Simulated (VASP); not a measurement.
A convergence study with VASP on SrO (rock salt): one setting is varied, all else stays as given below, so the limit is that of these other settings.

```
CELL_PARAMETERS angstrom
      0.00000     2.58000     2.58000
      2.58000     0.00000     2.58000
      2.58000     2.58000     0.00000
ATOMIC_POSITIONS crystal
  Sr 0.00000 0.00000 0.00000
  O  0.50000 0.50000 0.50000
```

All values below come from PBE GGA, VASP's PBE PAW potentials (set 64) (plane waves; VASP 6.6.1). The tightest run used: 700 eV cut-off, 18×18×18 Γ-centred mesh, Gaussian smearing of 0.050 eV, potentials Sr_sv O.

```
setting     E (eV/atom)  pressure (GPa)  irreducible k-points
----------  -----------  --------------  --------------------
1×1×1 mesh      -2.2382           40.63                     1
2×2×2 mesh      -5.9270            2.72                     3
3×3×3 mesh      -6.0141            2.39                     4
```

Problem. These are the cheaper rows. Estimate the results at 18×18×18 mesh, and how far the last row shown lies from them.

Solution. 
```csv
quantity,tightest run,last row shown is off by
E (eV/atom),-6.0263,0.0122
pressure (GPa),2.24,0.15
```

Left out are rungs that failed or repeat a setting and relaxations that didn't move; long series are thinned to 24 rows.

The compound is SrO in the rock salt structure. The cell was not relaxed at this level.
